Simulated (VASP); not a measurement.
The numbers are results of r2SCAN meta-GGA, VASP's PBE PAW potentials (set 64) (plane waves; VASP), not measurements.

VASP ran on this input.

### KPOINTS
```
Automatic mesh
0
Gamma
8 8 8
0 0 0
```

INCAR:
```
# general
SYSTEM =PtAl2
PREC   =Accurate
ENCUT  =480
LREAL  =F
LASPH  =T

# electronic loop
EDIFF  =1E-7
NELM   =100
ALGO   =Normal
LMAXMIX=6
LMIXTAU=T

# smearing
ISMEAR =1
SIGMA  =0.1

# functional
METAGGA=R2SCAN

# ions
ISIF   =2

# output
LWAVE  =F
LCHARG =F
```

### POSCAR
```
PtAl2
1
   -0.0000000000     2.9496638974     2.9496638974
    2.9496638974    -0.0000000000     2.9496638974
    2.9496638974     2.9496638974    -0.0000000000
Al Pt
2 1
Direct
  0.2500000000   0.2500000000   0.2500000000
  0.7500000000   0.7500000000   0.7500000000
  0.0127133129  -0.0127133129   0.0127133129
```

POTCAR, in this order: Al Pt (PBE.64 set). Program: vasp_std.

Question: What will the output report for the number of irreducible k-points (NKPTS), number of bands (NBANDS), largest plane-wave count, number of space-group operations, FFT grid (NGX, NGY, NGZ)?

Answer: 
| Item | Result |
|---|---|
| number of irreducible k-points (NKPTS) | 59 |
| number of bands (NBANDS) | 12 |
| largest plane-wave count | 1243 |
| number of space-group operations | 8 |
| FFT grid (NGX, NGY, NGZ) | 30 × 30 × 30 |

The compound is PtAl2 in the fluorite structure. This cell was strained or had an atom moved on purpose.
